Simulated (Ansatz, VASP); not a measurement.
**Two plane-wave programs on Mg6SiSb**

```
CELL_PARAMETERS angstrom
5.14715 0.00000 0.00000
0.00000 2.98595 5.76781
0.00000 -2.98595 5.76781
ATOMIC_POSITIONS crystal
Sb 0.50000 0.64342 0.64342
Si 0.00000 0.87804 0.87804
Mg 0.50000 0.17178 0.17178
Mg 0.50000 0.66248 0.14696
Mg 0.50000 0.14696 0.66248
Mg 0.00000 0.32817 0.32817
Mg 0.00000 0.83699 0.33215
Mg 0.00000 0.33215 0.83699
```

The cell comes from a database or a generator and needn't be the stable form of this composition.

Alike in both runs: task single point; functional PBE; k mesh 5 × 5 × 5; occupations fermi-dirac, width 0.05 eV; no spin polarisation.

|  | VASP | Ansatz |
| --- | --- | --- |
| version | VASP 6.6.1 | Ansatz 0.2.0 |
| potentials or method | VASP PAW PBE potentials, release 64 (Sb, Si, Mg) | Ansatz PAW |
| plane-wave cutoff (eV) | 520 | 420 |
| valence electrons in the cell | 21 | 79 |

|  | VASP | Ansatz | Ansatz less VASP |
| --- | --- | --- | --- |
| gap on the k mesh at the Fermi level (eV) | none | none | - |
| pressure (GPa) | 0.2 | 0.2 | +0.09 |
| largest component of the traceless stress (GPa) | 0.53 | 0.53 | +0.005 |
| rms of the force components (eV/Å) | 0.020 | 0.021 | +0.0013 |

Atom by atom the forces differ by 0.003 eV/Å (rms over components). A gap of «none» marks a metal or a gap that the smearing closes. With one functional, cell and mesh, what is left measures potentials, basis and numerics. The two sets of potentials don't hold the same shells in valence.

Spin-orbit coupling is left out, which matters for the levels of Sb.
